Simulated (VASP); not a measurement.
These are PBEsol GGA, VASP's PBE PAW potentials (set 64) (plane waves; VASP) values and carry that method's errors.

A VASP calculation is set up with these files.

**POSCAR**
```
ZrB2
1
    1.5591663835    -2.7005558703     0.0000000000
    1.5591663835     2.7005558703     0.0000000000
   -0.0000000000    -0.0000000000     3.4633105635
Zr B
1 2
Direct
  0.0000000000   0.0000000000   1.0000000000
  0.3333330000   0.6666670000   0.5000000000
  0.6666670000   0.3333330000   0.5000000000
```

INCAR:
```
# general
SYSTEM   =  ZrB2
PREC     =  Accurate
ENCUT    =  620
LREAL    =  .False.   # projection in real space or not
LASPH    =  .True.

# electronic loop
EDIFF    =  1E-6
NELM     =  100   # most electronic steps
ALGO     =  Normal
LMAXMIX  =  4   # l cut-off of mixed one-centre charges

# smearing
ISMEAR   =  1   # Methfessel-Paxton
SIGMA    =  0.1   # width (eV)

# functional
GGA      =  PS   # PBEsol

# ions
IBRION   =  2
NSW      =  40   # most ionic steps
ISIF     =  3   # ions, shape and volume
EDIFFG   =  -0.02   # ionic stop
PSTRESS  =  100

# output
LWAVE    =  .False.
LCHARG   =  .False.
```

**KPOINTS**
```
Automatic
0
Gamma
  11 11 9
```

POTCAR, in this order: Zr_sv B (PBE.64 set). Program: vasp_std.

The run wrote:

**OSZICAR**
```
       N       E                     dE             d eps       ncg     rms          rms(c)
DAV:   1     0.126919644640E+03    0.12692E+03   -0.11062E+04  2080   0.160E+03
DAV:   2    -0.223597834605E+02   -0.14928E+03   -0.14432E+03  2420   0.365E+02
DAV:   3    -0.287865391980E+02   -0.64268E+01   -0.63659E+01  3236   0.669E+01
DAV:   4    -0.289927729702E+02   -0.20623E+00   -0.20615E+00  2706   0.106E+01
DAV:   5    -0.289959235865E+02   -0.31506E-02   -0.31505E-02  3109   0.129E+00    0.250E+01
DAV:   6    -0.264267993601E+02    0.25691E+01   -0.71290E+00  2538   0.199E+01    0.106E+01
DAV:   7    -0.263783401597E+02    0.48459E-01   -0.95908E-01  3160   0.658E+00    0.349E+00
DAV:   8    -0.263778755991E+02    0.46456E-03   -0.12416E-01  2485   0.335E+00    0.844E-01
DAV:   9    -0.263741101649E+02    0.37654E-02   -0.20851E-02  2533   0.125E+00    0.149E-01
DAV:  10    -0.263740389149E+02    0.71250E-04   -0.96311E-04  2619   0.295E-01    0.451E-02
DAV:  11    -0.263740461397E+02   -0.72248E-05   -0.29656E-05  2820   0.616E-02    0.162E-02
DAV:  12    -0.263740456962E+02    0.44350E-06   -0.23491E-06  1992   0.177E-02
   1 F= -.24553689E+02 E0= -.24553685E+02  d E =-.245537E+02
```

**OUTCAR**
```
------------------------ aborting loop because EDIFF is reached ----------------------------------------
  FORCE on cell =-STRESS in cart. coord.  units (eV):
  Direction    XX          YY          ZZ          XY          YZ          ZX
  --------------------------------------------------------------------------------------
  Total        1.8369861      1.8369868      1.7767312      0.0000000      0.0000000      0.0000000
  in kB      100.9135294    100.9135650     97.6034692      0.0000000      0.0000000      0.0000000
  external PRESSURE =      -0.1898121 kB  Pullay stress =     100.0000000 kB
  volume of cell :       29.17
      direct lattice vectors                 reciprocal lattice vectors
     1.559166384 -2.700555870  0.000000000     0.320684184 -0.185147067  0.000000000
     1.559166384  2.700555870  0.000000000     0.320684184  0.185147067  0.000000000
     0.000000000  0.000000000  3.463310563     0.000000000  0.000000000  0.288741071
 POSITION                                       TOTAL-FORCE (eV/Angst)
 -----------------------------------------------------------------------------------
      0.00000      0.00000      0.00000        -0.000000      0.000000      0.000000
      1.55917      0.90019      1.73166         0.000000     -0.000000      0.000000
      1.55917     -0.90019      1.73166        -0.000000      0.000000     -0.000000
 -----------------------------------------------------------------------------------
    total drift:                                0.000000      0.000000      0.000000
  FREE ENERGIE OF THE ION-ELECTRON SYSTEM (eV)
  ---------------------------------------------------
  free  energy   TOTEN  =       -26.3740456962 eV

  energy  without entropy=      -26.3740333311  energy(sigma->0) =      -26.37404157
  enthalpy is  TOTEN    =       -24.5536890658 eV   P V=        1.8203566303

 reached required accuracy - stopping structural energy minimisation
```
(Selected blocks of OUTCAR.)

The compound is ZrB2 in the AlB2 type structure. It was relaxed first under an external pressure of 10 GPa.
